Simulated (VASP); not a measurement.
VASP input:

INCAR:
```
SYSTEM = GaN
PREC = Accurate
ENCUT = 520
EDIFF = 1E-6
NELM = 6
ALGO = Normal
LREAL = .FALSE.
LASPH = .TRUE.
ISMEAR = 0
SIGMA = 0.05
GGA = PE
LMAXMIX = 4
LWAVE = .FALSE.
LCHARG = .FALSE.
ISIF = 2
```

**POSCAR**
```
GaN
1
    0.0000000000     2.3052000000     2.3052000000
    2.3052000000     0.0000000000     2.3052000000
    2.3052000000     2.3052000000     0.0000000000
Ga N
1 1
Direct
  0.0000000000   0.0000000000   0.0000000000
  0.2500000000   0.2500000000   0.2500000000
```

File KPOINTS:
```
Automatic mesh
0
Gamma
8 8 8
0 0 0
```

POTCAR, in this order: Ga_d N (PBE.64 set). Program: vasp_std.

What VASP printed:

**standard output**
```
 POSCAR found type information on POSCAR GaN
 POSCAR found :  2 types and       2 ions
 Reading from existing POTCAR
 Reading from existing POTCAR
 LDA part: xc-table for (Slater+PW92), standard interpolation
 POSCAR, INCAR and KPOINTS ok, starting setup
 WAVECAR not read
 entering main loop
       N       E                     dE             d eps       ncg     rms          rms(c)
DAV:   1     0.912021167910E+02    0.91202E+02   -0.98936E+03   794   0.238E+03
DAV:   2    -0.645418463517E+01   -0.97656E+02   -0.92162E+02   864   0.370E+02
DAV:   3    -0.138896464444E+02   -0.74355E+01   -0.73841E+01   829   0.895E+01
DAV:   4    -0.140311997191E+02   -0.14155E+00   -0.14132E+00   906   0.130E+01
DAV:   5    -0.140333941695E+02   -0.21945E-02   -0.21943E-02   822   0.142E+00    0.749E+00
DAV:   6    -0.121399418836E+02    0.18935E+01   -0.61177E+00  1161   0.464E+01

 -----------------------------------------------------------------------------
|                                                                             |
|           W    W    AA    RRRRR   N    N  II  N    N   GGGG   !!!           |
|           W    W   A  A   R    R  NN   N  II  NN   N  G    G  !!!           |
|           W    W  A    A  R    R  N N  N  II  N N  N  G       !!!           |
|           W WW W  AAAAAA  RRRRR   N  N N  II  N  N N  G  GGG   !            |
|           WW  WW  A    A  R   R   N   NN  II  N   NN  G    G                |
|           W    W  A    A  R    R  N    N  II  N    N   GGGG   !!!           |
|                                                                             |
|     The electronic self-consistency was not achieved in the given           |
|     number of steps (NELM). The forces and other quantities evaluated       |
|     might not be reliable so examine the results carefully. If you find     |
|     spurious results, we suggest increasing NELM, if you were close to      |
|     convergence or switching to a different ALGO or adjusting the           |
|     density mixing parameters otherwise.                                    |
|                                                                             |
 -----------------------------------------------------------------------------

   1 F= -.12139942E+02 E0= -.12139942E+02  d E =-.984222E-17
```

**OUTCAR**
```
------------------------ aborting loop EDIFF was not reached (unconverged)  ----------------------------
  FORCE on cell =-STRESS in cart. coord.  units (eV):
  Direction    XX          YY          ZZ          XY          YZ          ZX
  --------------------------------------------------------------------------------------
  Total       11.6565773     11.6565773     11.6565773      0.0000000      0.0000000     -0.0000000
  in kB      762.2997929    762.2997929    762.2997929      0.0000000      0.0000000     -0.0000000
  external PRESSURE =     762.2997929 kB  Pullay stress =       0.0000000 kB
  volume of cell :       24.50
      direct lattice vectors                 reciprocal lattice vectors
     0.000000000  2.305200000  2.305200000    -0.216900920  0.216900920  0.216900920
     2.305200000  0.000000000  2.305200000     0.216900920 -0.216900920  0.216900920
     2.305200000  2.305200000  0.000000000     0.216900920  0.216900920 -0.216900920
  FREE ENERGIE OF THE ION-ELECTRON SYSTEM (eV)
  ---------------------------------------------------
  free  energy   TOTEN  =       -12.1399418836 eV

  energy  without entropy=      -12.1399418836  energy(sigma->0) =      -12.13994188
```
(Selected blocks of OUTCAR.)

### Question
From input and log, find the fault in this run and mend it.

### Answer
The cause: NELM is too small, so the electronic loop ends before EDIFF is met. The run did not converge; its last values are not results. Against the sound run, the energy per atom (σ→0) drops by 0.003 eV/atom; the pressure increases by 82.46 GPa; the band gap falls by 0.06 eV. To mend it, set NELM = 100.

The mended run (PBE GGA, plane waves, VASP's PBE PAW potentials (set 64)) converges, and its OSZICAR ends with
```
   1 F= -.12134120E+02 E0= -.12134120E+02  d E =-.128475E-10
```

The compound is GaN in the zinc blende structure, a metastable form; wurtzite is the usual one. The cell was not relaxed at this level.
